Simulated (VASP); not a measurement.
A run of VASP 6.6.1:

File INCAR:

```
SYSTEM = Ca2ZrN2
PREC = Accurate
ENCUT = 520
EDIFF = 1E-6
ISMEAR = 0
SIGMA = 0.1
LREAL = .FALSE.
LASPH = .TRUE.
NELM = 150
ALGO = Normal
ISIF = 2
LWAVE = .FALSE.
LCHARG = .FALSE.
ISPIN = 2
MAGMOM = 0 0 1.5 0 0
LORBIT = 11
LMAXMIX = 4
GGA = PE
```

KPOINTS

```
Automatic mesh
0
G
  10 10 4
  0 0 0
```

File POSCAR:

```
Ca2ZrN2
1.0
    3.3664720000      0.0000000000      0.0000000000
   -1.6832360000      2.9154500000      0.0000000000
    0.0000000000      0.0000000000      8.9019300000
Ca Zr N
2 1 2
Direct
    0.3333330000      0.6666670000      0.3034230000
    0.6666670000      0.3333330000      0.6965770000
    0.0000000000      0.0000000000      0.0000000000
    0.6666670000      0.3333330000      0.1404930000
    0.3333330000      0.6666670000      0.8595070000
```

Potentials or basis: VASP PAW PBE potentials, release 64 (Ca_sv, Zr_sv, N).

Launch:

```bash
$ cat potpaw_PBE.64/Ca_sv/POTCAR potpaw_PBE.64/Zr_sv/POTCAR potpaw_PBE.64/N/POTCAR > POTCAR
$ mpirun -np 1 vasp_std > vasp.out
```

Hardware: 1 thread of Intel(R) Xeon(R) Platinum 8559C (Emerald Rapids) (shared host).

Task: Estimate the wall time of this run.

Result: Wall time 3.2 min on 1 thread of Intel(R) Xeon(R) Platinum 8559C (Emerald Rapids), on a shared host, peak memory 0.38 GiB. Counts: scf iterations 15, k points 50.
